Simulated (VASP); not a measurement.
Crystal: BrH, in a box.

```xyz
2
Lattice="11.7016 0.0000 0.0000 0.0000 12.2016 0.0000 0.0000 0.0000 12.7016" Properties=species:S:1:pos:R:3 pbc="T T T"
Br    6.1642    6.3296    5.7500
H     5.5236    5.9641    6.9780
```

Base run:

```yaml
Program: VASP 6.6.1
Functional: RPBE
Dispersion: D3(BJ)
Potentials_or_basis: VASP PAW PBE potentials, release 64 (Br, H)
Cutoff: 400 eV
k_mesh: 1 × 1 × 1
Occupations: gaussian, width 0.01 eV
Spin: no spin polarisation
```

Its results: gap between the frontier levels 5.84 eV; largest force 0.018 eV/Å.

Problem. The run is repeated on the same cell with these changes: functional from RPBE to r2SCAN; dispersion from D3(BJ) to rVV10. What comes out?

Solution. Gap between the frontier levels 6.70 eV; largest force 0.298 eV/Å.

Several settings changed at once, so the effect can't be laid on one alone.

Caveats: the PAW data sets were made with another functional, which shifts forces and pressure a little.

A k mesh can miss the band edges.

Not every run made on this cell is shown here.
